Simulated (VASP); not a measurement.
VASP runs on ZrC (rock salt) share one base input (PBE GGA, plane waves, VASP's PBE PAW potentials (set 64)) and change the settings named in each case.

INCAR:
```
ALGO=Normal
EDIFF=1E-6
ENCUT=520
GGA=PE
ISIF=2
ISMEAR=1
LASPH=T
LCHARG=F
LMAXMIX=4
LREAL=F
LWAVE=F
NELM=100
PREC=Accurate
SIGMA=0.1
SYSTEM=ZrC
```

### POSCAR
```
ZrC
1
    0.0000000000     2.3500000000     2.3500000000
    2.3500000000     0.0000000000     2.3500000000
    2.3500000000     2.3500000000     0.0000000000
Zr C
1 1
Direct
  0.0000000000   0.0000000000   0.0000000000
  0.5000000000   0.5000000000   0.5000000000
```

### KPOINTS
```
Regular mesh
0
gamma
 12 12 12
```

POTCAR, in this order: Zr_sv C (PBE.64 set). Program: vasp_std.

```
change                                         E(σ→0) (eV/atom)  pressure (GPa)  −TS (eV)
---------------------------------------------  ----------------  --------------  --------
base run                                                -9.7298            1.58   -0.0003
GGA removed, LMIXTAU = .TRUE., METAGGA = TPSS          -14.8788            1.50   -0.0003
GGA = RE                                                -9.3557            3.97   -0.0003
GGA = PS                                               -10.2828           -4.08   -0.0004
IVDW = 11                                              -10.0132           -2.69   -0.0003
GGA = 91                                                -9.7400            2.00   -0.0004
IVDW = 13                                               -9.9784           -1.80   -0.0003
```
 Energies of different potentials or functionals have different zeros.

Left out are runs that ran out of time, are held back, or changed the cell or the kind of run, fixed moments of cells without a moment, rows past the twelfth, gaps on odd meshes, pressures of charged cells and columns that move by less than the noise.

The compound is ZrC in the rock salt structure. The cell was not relaxed at this level.
